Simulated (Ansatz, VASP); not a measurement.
**Cross-check of Ge (Germanium) between VASP and Ansatz**

One calculation is typed for both programs; each brings its own data sets and cutoff. How far apart do they land?

Program: Ansatz 0.2.0. Level of theory: plane waves, with VASP 6.6.1 beside it; single point at LDA. Results are calculated unless marked as measured.

## (1) The starting structure

It takes space group Fd-3m (No. 227, cubic). Conventional cell: a = 5.658 Å, b = 5.658 Å, c = 5.658 Å, α = 90.00°, β = 90.00°, γ = 90.00°. Nearest to Ge lie 4 Ge at 2.45 Å.

## (2) Ansatz: single point, LDA

Ansatz runs on its default PAW (the set named soft_2) files.

With cell and atoms fixed, the geometry can't cause a difference; cores, projectors, grids and the points listed under the comparison can.

input.yaml

```yaml
crystal:
  lattice:
    - [0.0, 2.82891, 2.82891]
    - [2.82891, 0.0, 2.82891]
    - [2.82891, 2.82891, 0.0]
  atoms:
    - { symbol: Ge, position: [0.75, 0.75, 0.75] }
    - { symbol: Ge, position: [0.5, 0.5, 0.5] }
hamiltonian:
  xc: lda
  pseudopotentials: { kind: paw }
kpoints:
  mp_grid: { grid: [7, 7, 7] }
scf:
  occupations: { method: gaussian, width: 0.01 }
  n_extra_bands: 4
output:
  forces: true
  stress: true
  eigenvalues: true
```

Run with:

```
$ ansatz run input.yaml --threads 2 --pin off --max-ram 4608MiB --backend cpu --events-out ev --progress --plain --runs-dir out
```

Numbers of over 12 decimals in the logs are rounded to 6 here.

Output:

```text
scf.n_extra_bands = 4 over 14 filled bands (N_el = 28.0): the run solves 18 bands
Engine: ansatz 0.2.0, x86_64-unknown-linux-gnu
Pseudopotentials: kind: paw
Pseudopotential: Ge, paw, valence charge 14, recommended cutoff 420 eV (normal), Ge.paw.azcp
Functional definition: SPW92
  exchange = slater_x
  correlation = pw_c
Crystal: 2 atoms, lattice volume = 45.278 Å³
Basis set: ecut = 420 eV, 893 PW (Γ)
Bands: 18, of which v1, the nominal top of the filled ones, is band 14 counted from 1 (13 counted from 0)
Symmetry: 48 space group operations
Space group: Fd-3m (ITA 227), of the structure as read, at distance tolerance 3.6e-5 Å
k-points: 20 of 343
Non-local potential: Ge, projectors of the file, l = 0: 2, l = 1: 2, l = 2: 3, l = 3: 1
PAW form: soft (Blöchl's): semilocal exchange-correlation on the pseudo side does not see the compensation charge
PAW frozen core: Ge, regenerated for the run's functional, and the local potential with it (the file was generated under x = pbe(κ = 0.804, μ = 0.219515), c = pbe(β = 0.066725))
PAW one-centre angular grid: Ge, 590 points (default); XC on 64 Gauss nodes
Initial density: superposition of atomic densities (neutral atoms: chi_scale 0, normalization atom), corrected by the library's trained network
Initial wavefunctions: pseudopotential atomic-orbital guess
Functional: x = slater, c = lda
SCF iter   1: F=—  HF=-8431.415247 eV  |F-HF|=—  |Δ(HF+E_count)|=         —  Δρ=4.79e-3  dr2=4.17e-3  ethr=1.77e-3  ⟨swp⟩=6.0  Hψ=1680  notcnv=0
preconditioner: auto → none  [insulator: Δε(μ)=0.086 eV  Ē_g=23.455 eV  σ=0.010 eV  W_gap=0.67  n_scr=14 (ndim 8)  ℏωp=29.2 eV  f_vac=0.074  D(μ)=0.90/eV (n_scr^D=0)  ε∞_Penn≈2.5]
SCF iter   2: F=—  HF=-8431.413594 eV  |F-HF|=—  |Δ(HF+E_count)|=   1.65e-3  Δρ=2.42e-3  dr2=9.37e-4  ethr=1.49e-5  ⟨swp⟩=2.0  Hψ=634  notcnv=0
SCF iter   3: F=—  HF=-8431.413516 eV  |F-HF|=—  |Δ(HF+E_count)|=   7.73e-5  Δρ=4.81e-4  dr2=5.18e-5  ethr=3.35e-6  ⟨swp⟩=2.0  Hψ=707  notcnv=0
SCF iter   4: F=—  HF=-8431.413435 eV  |F-HF|=—  |Δ(HF+E_count)|=   8.15e-5  Δρ=1.31e-4  dr2=5.93e-6  ethr=1.85e-7  ⟨swp⟩=2.0  Hψ=602  notcnv=0
iter 5 did not close the SCF: its close was put off for the readings that it lacked (scf_convergence_deferred on its scf_iter line)
SCF iter   5: F=-8431.413429 eV  HF=-8431.413430 eV  |F-HF|=8.85e-8  |Δ(HF+E_count)|=   5.42e-6  Δρ=1.06e-5  dr2=5.41e-8  ethr=2.12e-8  ⟨swp⟩=2.0  Hψ=637  notcnv=0
SCF iter   6: F=-8431.413429 eV  HF=-8431.413429 eV  |F-HF|=3.61e-9  |Δ(HF+E_count)|=   3.63e-8  Δρ=2.88e-6  dr2=1.84e-9  ethr=1.93e-10  ⟨swp⟩=2.0  Hψ=1361  notcnv=0
SCF 1 converged in 6 iterations: F = -8431.413429 eV  dr2 = 1.84e-9
  greatest PAW one-centre occupation: 0.998 electrons in one spin orbital (limit 2), on the Ge atom at site 1 (counted from 0), in its partial waves of l = 2
SCF converged after 6 iterations
Free energy (F): -8431.413429 eV
Harris-Foulkes:  -8431.413429 eV  (|F-HF|=3.61e-9)
Internal energy: -8431.413384 eV  (E = F + TS)
E sigma→0 (E₀):  -8431.413407 eV
Entropy (-TS):   -0.000045 eV (-0.022 meV/atom)
Fermi energy:    8.268767 eV
--- Per-component energies (eV) ---
  E_band       = -309.681355
  E_kinetic    = 224.090311
  E_local      = -4951.916531  (includes V_loc(G=0)·N_el)
  E_nonlocal   = 843.234356
  E_hartree    = 2169.768168
  E_xc         = -150.584221
  E_vxc        = -130.488266  (∫ρ·V_xc dr)
  E_paw        = -3882.688080  (= ΣΔE_a)
  E_vpaw       = -634.141088  (= ΣTr[D̂ρ^β])
  E_aug_tail   = 0.000667  (compensation charges beyond the density's cutoff)
  E_ewald      = -2687.134708
  E_core_change = 3.816652  (= ΣΔE_core)
  E_smearing   = -0.000045  (= −TS)
  E_closure    = -0.000000  (closes the sum)
  Σ components = -8431.413429   (vs F -8431.413429, Δ=0.00e0)
--- Forces (eV/Å), atoms counted from 1 ---
  atom   1  Ge     0.00000000    -0.00000000    -0.00000000
  atom   2  Ge     0.00000000     0.00000000    -0.00000000
  max |Σ_I F_I| component: 6.48e-17 eV/Å
--- Stress (GPa, compression-positive) ---
       -1.294805      -0.000000      -0.000000
       -0.000000      -1.294805       0.000000
        0.000000       0.000000      -1.294805
  P = ⅓ Tr σ = -1.2948 GPa (-12.948 kbar)
--- Band table (eV; the first three rows and the last of 20) ---
  k-point 0: bands = [... 10 lower, -4.5529, 8.0757, 8.2657, 8.2657, 8.2657, 10.7906, 10.7906, 10.7906]
  k-point 1: bands = [... 10 lower, -4.3053, 5.4864, 7.8511, 7.8511, 9.1540, 11.3418, 11.3418, 11.9419]
  k-point 2: bands = [... 10 lower, -3.5978, 2.8761, 7.2500, 7.2500, 8.6812, 11.9572, 11.9572, 14.4035]
  k-point 19: bands = [... 10 lower, -1.1306, -0.0470, 3.9713, 5.0431, 10.8215, 13.0843, 13.6112, 13.7262]
```

Wall time 1.5 s (2 threads of Intel Xeon Platinum 8488C (Sapphire Rapids), shared host); peak memory 0.35 GiB; 1.8 s of CPU time.

The run ends at a pressure of -1.29 GPa.

## (3) VASP: single point, LDA

The same cell, functional (in two slightly different forms), mesh and smearing now go to VASP, with its own data sets and cutoff.

Lines of VASP's logs that name or quote its potential files are left out, and so is its time.

INCAR

```
SYSTEM = Ge
PREC = Accurate
ENCUT = 410
EDIFF = 1E-07
NELM = 100
ISMEAR = 0
SIGMA = 0.01
LREAL = .FALSE.
ALGO = Normal
GGA = CA
NBANDS = 20
LORBIT = 11
LWAVE = .FALSE.
LCHARG = .FALSE.
KPAR = 2
```

POSCAR

```
Ge
1.0
    0.0000000000      2.8289100000      2.8289100000
    2.8289100000      0.0000000000      2.8289100000
    2.8289100000      2.8289100000      0.0000000000
Ge
2
Direct
    0.7500000000      0.7500000000      0.7500000000
    0.5000000000      0.5000000000      0.5000000000
```

KPOINTS

```
Automatic mesh
0
Gamma
7 7 7
0 0 0
```

The projector-augmented-wave data sets are Ge_d (PBE family, release 64).

Run with:

```
$ mpirun -np 2 vasp_std
```

Output:

```text
[banner, memory and clock lines left out]
running    2 mpi-ranks, on    1 nodes
 distrk:  each k-point on    1 cores,    2 groups
 distr:  one band on    1 cores,    1 groups

 POSCAR found type information on POSCAR Ge
 POSCAR found :  1 types and       2 ions
|                                                                             |
|               ----> ADVICE to this user running VASP <----                  |
|                                                                             |
|     You enforced a specific xc type in the INCAR file but a different       |
|     [... a line on the potential file left out ...]
|     I HOPE YOU KNOW WHAT YOU ARE DOING!                                     |
|                                                                             |

 LDA part: xc-table for (Slater(with rela. corr.)+CA(PZ))
 , standard interpolation
 POSCAR, INCAR and KPOINTS ok, starting setup
 FFT: planning ... GRIDC
 FFT: planning ... GRID_SOFT
 FFT: planning ... GRID
 WAVECAR not read
 entering main loop
       N       E                     dE             d eps       ncg     rms          rms(c)
DAV:   1     0.174325474604E+03    0.17433E+03   -0.13395E+04   860   0.337E+03
DAV:   2     0.137189133828E+02   -0.16061E+03   -0.15682E+03   800   0.550E+02
DAV:   3    -0.987841043025E+01   -0.23597E+02   -0.23481E+02   900   0.140E+02
DAV:   4    -0.106027790673E+02   -0.72437E+00   -0.72390E+00   896   0.291E+01
DAV:   5    -0.106143703623E+02   -0.11591E-01   -0.11591E-01   888   0.397E+00    0.311E+00
DAV:   6    -0.104850903631E+02    0.12928E+00   -0.48453E-02  1032   0.270E+00    0.176E+00
DAV:   7    -0.104214338701E+02    0.63656E-01   -0.83072E-02   836   0.278E+00    0.149E-01
DAV:   8    -0.104222178001E+02   -0.78393E-03   -0.87866E-03   908   0.132E+00    0.569E-02
DAV:   9    -0.104222640991E+02   -0.46299E-04   -0.21331E-04  1024   0.219E-01    0.612E-03
DAV:  10    -0.104222653379E+02   -0.12388E-05   -0.13525E-05  1028   0.507E-02    0.395E-03
DAV:  11    -0.104222654637E+02   -0.12581E-06   -0.17685E-06  1112   0.150E-02    0.144E-03
DAV:  12    -0.104222653603E+02    0.10340E-06   -0.50430E-07   944   0.134E-02    0.259E-04
DAV:  13    -0.104222653652E+02   -0.48940E-08   -0.89354E-09   484   0.159E-03
   1 F= -.10422265E+02 E0= -.10422243E+02  d E =-.449744E-04
```

Parts of OUTCAR (step 3):

```text
ion  position               nearest neighbor table
   1  0.750  0.750  0.750-   2 2.45   2 2.45   2 2.45   2 2.45
   2  0.500  0.500  0.500-   1 2.45   1 2.45   1 2.45   1 2.45

  LATTYP: Found a face centered cubic cell.
 ALAT       =     5.6578200000

 Subroutine GETGRP returns: Found 48 space group operations
 (whereof 24 operations were pure point group operations)

The static configuration has the point symmetry T_d .
 The point group associated with its full space group is O_h .

 Found     20 irreducible k-points:

   k-points           NKPTS =     20   k-points in BZ     NKDIM =     20   number of bands    NBANDS=     20

   dimension x,y,z NGX =    28 NGY =   28 NGZ =   28
   dimension x,y,z NGXF=    56 NGYF=   56 NGZF=   56

   ENCUT  =  410.0 eV  30.13 Ry    5.49 a.u.   6.61  6.61  6.61*2*pi/ulx,y,z

   NELECT =      28.0000    total number of electrons

 k-points in reciprocal lattice and weights: Automatic mesh
   0.00000000  0.00000000  0.00000000       0.003
   0.14285714  0.00000000  0.00000000       0.023
   0.28571429  0.00000000  0.00000000       0.023
   0.42857143  0.00000000  0.00000000       0.023
   0.14285714  0.14285714  0.00000000       0.017
   0.28571429  0.14285714  0.00000000       0.070
   0.42857143  0.14285714  0.00000000       0.070
  -0.42857143  0.14285714  0.00000000       0.070
  -0.28571429  0.14285714  0.00000000       0.070
[...]
-0.42857143  0.42857143  0.14285714       0.070
  -0.28571429  0.42857143  0.14285714       0.070

 average (electrostatic) potential at core
       1 -73.9475       2 -73.9475

 E-fermi :   4.7012

 k-point     1 :       0.0000    0.0000    0.0000
  band No.  band energies     occupation
    ...
     11      -8.1143      2.00000
     12       4.5532      2.00000
     13       4.6981      1.33338
     14       4.6981      1.33338
     15       4.6981      1.33323
     16       7.2223      0.00000
     17       7.2223      0.00000
     18       7.2223      0.00000
     19      10.8919      0.00000
     20      14.2598      0.00000

 k-point     2 :       0.1429    0.0000    0.0000
  band No.  band energies     occupation
    ...
     10     -19.7781      2.00000
     11      -7.8663      2.00000
     12       1.9342      2.00000
     13       4.2820      2.00000
     14       4.2820      2.00000
     15       5.6058      0.00000
     16       7.7753      0.00000
     17       7.7753      0.00000
     18       8.3846      0.00000
     19      12.0655      0.00000
    ...

 k-point     3 :       0.2857    0.0000    0.0000
  band No.  band energies     occupation
    ...
     10     -19.7675      2.00000
     11      -7.1577      2.00000
     12      -0.6817      2.00000
     13       3.6790      2.00000
     14       3.6790      2.00000
     15       5.1328      0.00000
     16       8.3929      0.00000
     17       8.3929      0.00000
     18      10.8479      0.00000
     19      12.4227      0.00000
    ...

  Total       -0.4316433     -0.4316433     -0.4316433     -0.0000000      0.0000000     -0.0000000
  in kB      -15.2738385    -15.2738385    -15.2738385     -0.0000000      0.0000000     -0.0000000
  external PRESSURE =     -15.2738385 kB  Pullay stress =       0.0000000 kB

  energy-cutoff  :      410.00
  volume of cell :       45.28
      direct lattice vectors                 reciprocal lattice vectors
     0.000000000  2.828910000  2.828910000    -0.176746521  0.176746521  0.176746521
     2.828910000  0.000000000  2.828910000     0.176746521 -0.176746521  0.176746521
     2.828910000  2.828910000  0.000000000     0.176746521  0.176746521 -0.176746521

 POSITION                                       TOTAL-FORCE (eV/Angst)
 -----------------------------------------------------------------------------------
      4.24336      4.24336      4.24336        -0.000000     -0.000000     -0.000000
      2.82891      2.82891      2.82891         0.000000      0.000000      0.000000
 -----------------------------------------------------------------------------------
    total drift:                                0.000000      0.000000      0.000000

  FREE ENERGIE OF THE ION-ELECTRON SYSTEM (eV)
  ---------------------------------------------------
  free  energy   TOTEN  =       -10.4222653652 eV

  energy  without entropy=      -10.4222203908  energy(sigma->0) =      -10.42224288

 total charge
# of ion       s       p       d       tot
------------------------------------------
    1        1.127   1.260  10.025  12.412
    2        1.127   1.260  10.025  12.412
--------------------------------------------------
tot          2.254   2.521  20.049  24.824

[... 3 further parts left out ...]
```

The run ends at a pressure of -1.53 GPa.

## (4) Comparison

Known differences besides the potentials themselves: the two LDA forms differ slightly; the cutoff is 420 eV in Ansatz and 410 eV in VASP; Ansatz makes its cores anew for this functional, VASP keeps those of its PBE data sets; VASP's log shows a relativistic correction to its local exchange, Ansatz's none. Total energies have different zeros and are not compared.

Compared:

```
      quantity  Ansatz   VASP  difference
pressure (GPa)   -1.29  -1.53       +0.23
```

## (5) Results

* difference in pressure (single point, LDA): 0.23 GPa

In words: The difference in pressure is 0.23 GPa (single point, LDA), within the 1 GPa picked in this series as the mark of a large difference. How closely two codes agree says nothing of how well the functional describes the real material.

[Lines on the potential files, build, host, timing and source positions are cut from VASP's logs without a mark.]

[Logs are printed without paths, hosts, clocks, repeated set-up lines and the standing remarks that a program may print on its own settings, such as how far it seeks lower states.]

[Hosts, paths, dates, database ids (printed as entryN), source tags and the programs' standing remarks are cut or masked in the printed files.]
